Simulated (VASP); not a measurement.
An input for Ansatz (written as the equivalent of a VASP run, and not itself run):

Ansatz 0.2 input:
```yaml
crystal:
  lattice:
    - [0.0000000, 1.7600000, 1.7600000]
    - [1.7600000, 0.0000000, 1.7600000]
    - [1.7600000, 1.7600000, 0.0000000]
  atoms:
    - { symbol: Ni, position: [0.0000000, 0.0000000, 0.0000000], spin: 0.8 }
kpoints:
  mp_grid: { grid: [16, 16, 16] }
hamiltonian:
  xc: pbe
  dispersion: d4
  pseudopotentials: { kind: paw }
magnetization: { spin_polarized: true }
scf:
  occupations: { method: methfessel_paxton, width: 0.1 }
  max_iter: 100
relax:
  max_steps: 60
  f_tol: 0.01
  cell: {}
output: { forces: true, stress: true, eigenvalues: true }
```

Problem. Write the VASP files for the same calculation (PBE-D4).

Solution. Several could match; the one computed here: 
**KPOINTS**
```
K-points
0
gamma
 16 16 16
0 0 0
```

### INCAR
```
ALGO  =  Normal
EDIFF  =  1E-6
EDIFFG  =  -0.01
ENCUT  =  520
GGA  =  PE
IBRION  =  2
ISIF  =  3
ISMEAR  =  1
ISPIN  =  2
IVDW  =  13
LASPH  =  .TRUE.
LCHARG  =  .FALSE.
LMAXMIX  =  4
LORBIT  =  10
LREAL  =  .FALSE.
LWAVE  =  .FALSE.
MAGMOM  =  0.8
NELM  =  100
NSW  =  60
PREC  =  Accurate
SIGMA  =  0.1
SYSTEM  =  Ni
```

File POSCAR:
```
Ni
1
    0.0000000000     1.7600000000     1.7600000000
    1.7600000000     0.0000000000     1.7600000000
    1.7600000000     1.7600000000     0.0000000000
Ni
1
Direct
  0.0000000000   0.0000000000   0.0000000000
```

POTCAR, in this order: Ni (PBE.64 set). Program: vasp_std.

What does not carry over: each code has its own PAW files, so the cut-off isn't converted (ENCUT is set for VASP's; basis.ecutwfc is left out, and Ansatz then takes the one that its files recommend); Ansatz stops its SCF on the density residual and VASP on the energy change (EDIFF).

The compound is Ni in the fcc structure. This run relaxes it. Symmetry was kept, so distortions that lower it aren't found.
